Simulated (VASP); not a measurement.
Output of a VASP run:

OSZICAR:
```
       N       E                     dE             d eps       ncg     rms          rms(c)
DAV:   1     0.602554910086E+02    0.60255E+02   -0.67066E+03   704   0.110E+03
DAV:   2    -0.113149197652E+02   -0.71570E+02   -0.65936E+02   844   0.196E+02
DAV:   3    -0.132539592958E+02   -0.19390E+01   -0.19136E+01   872   0.322E+01
DAV:   4    -0.132697680174E+02   -0.15809E-01   -0.15802E-01   820   0.343E+00
DAV:   5    -0.132700162688E+02   -0.24825E-03   -0.24824E-03   888   0.455E-01    0.880E+00
DAV:   6    -0.121284133718E+02    0.11416E+01   -0.63736E+00   772   0.283E+01    0.407E+00
DAV:   7    -0.120553075270E+02    0.73106E-01   -0.29164E-01   744   0.646E+00    0.184E+00
DAV:   8    -0.120283016113E+02    0.27006E-01   -0.27138E-02   796   0.128E+00    0.410E-01
DAV:   9    -0.120271774780E+02    0.11241E-02   -0.37944E-03   804   0.737E-01    0.189E-01
DAV:  10    -0.120273280665E+02   -0.15059E-03   -0.25792E-04   748   0.132E-01    0.361E-02
DAV:  11    -0.120273231432E+02    0.49233E-05   -0.97161E-06   864   0.284E-02    0.137E-02
DAV:  12    -0.120273250806E+02   -0.19375E-05   -0.47627E-06   744   0.150E-02    0.320E-03
DAV:  13    -0.120273251234E+02   -0.42825E-07   -0.22952E-07   436   0.519E-03
   1 F= -.12027325E+02 E0= -.12026514E+02  d E =-.120273E+02
```

**OUTCAR**
```
------------------------ aborting loop because EDIFF is reached ----------------------------------------
  FORCE on cell =-STRESS in cart. coord.  units (eV):
  Direction    XX          YY          ZZ          XY          YZ          ZX
  --------------------------------------------------------------------------------------
  Total       -0.0359744     -0.0359744     -0.0359744      0.0000000      0.0000000     -0.0000000
  in kB       -1.0377954     -1.0377954     -1.0377954      0.0000000      0.0000000     -0.0000000
  external PRESSURE =      -1.0377954 kB  Pullay stress =       0.0000000 kB
  volume of cell :       55.54
      direct lattice vectors                 reciprocal lattice vectors
     0.000000000  3.028221387  3.028221387    -0.165113423  0.165113423  0.165113423
     3.028221387  0.000000000  3.028221387     0.165113423 -0.165113423  0.165113423
     3.028221387  3.028221387  0.000000000     0.165113423  0.165113423 -0.165113423
 POSITION                                       TOTAL-FORCE (eV/Angst)
 -----------------------------------------------------------------------------------
      1.51411      1.51411      1.51411        -0.000000      0.000000      0.000000
      4.54233      4.54233      4.54233         0.000000     -0.000000     -0.000000
      0.00000      0.00000      0.00000        -0.000000     -0.000000      0.000000
 -----------------------------------------------------------------------------------
    total drift:                                0.000000     -0.000000      0.000000
  FREE ENERGIE OF THE ION-ELECTRON SYSTEM (eV)
  ---------------------------------------------------
  free  energy   TOTEN  =       -12.0273251234 eV

  energy  without entropy=      -12.0248913019  energy(sigma->0) =      -12.02651385

 reached required accuracy - stopping structural energy minimisation
```
(Selected blocks of OUTCAR.)

POSCAR:
```
AuAl2
1
    0.0000000000     3.0282213874     3.0282213874
    3.0282213874    -0.0000000000     3.0282213874
    3.0282213874     3.0282213874    -0.0000000000
Al Au
2 1
Direct
  0.2500000000   0.2500000000   0.2500000000
  0.7500000000   0.7500000000   0.7500000000
  0.0000000000   0.0000000000   0.0000000000
```

Q: Write an INCAR and KPOINTS that could have produced this output.

A: One answer among several that fit: the input of the run itself, PBE GGA, plane waves, VASP's PBE PAW potentials (set 64).

**INCAR**
```
! general
SYSTEM   =  AuAl2
PREC     =  Accurate
ENCUT    =  480
LREAL    =  .FALSE.
LASPH    =  .TRUE.

! electronic loop
EDIFF    =  1E-6
NELM     =  100
ALGO     =  Normal
LMAXMIX  =  6

! smearing
ISMEAR   =  1
SIGMA    =  0.1

! functional
GGA      =  PE

! ions
IBRION   =  2
NSW      =  60
ISIF     =  3
EDIFFG   =  -0.02

! output
LWAVE    =  .FALSE.
LCHARG   =  .FALSE.
```

**KPOINTS**
```
Automatic mesh
0
Gamma
8 8 8
0 0 0
```

POTCAR, in this order: Al Au (PBE.64 set). Program: vasp_std.

The compound is AuAl2 in the fluorite structure. It was relaxed first. The start is the result of an earlier pass. The electron count is odd and the run is not spin-polarised, which forces a metal.
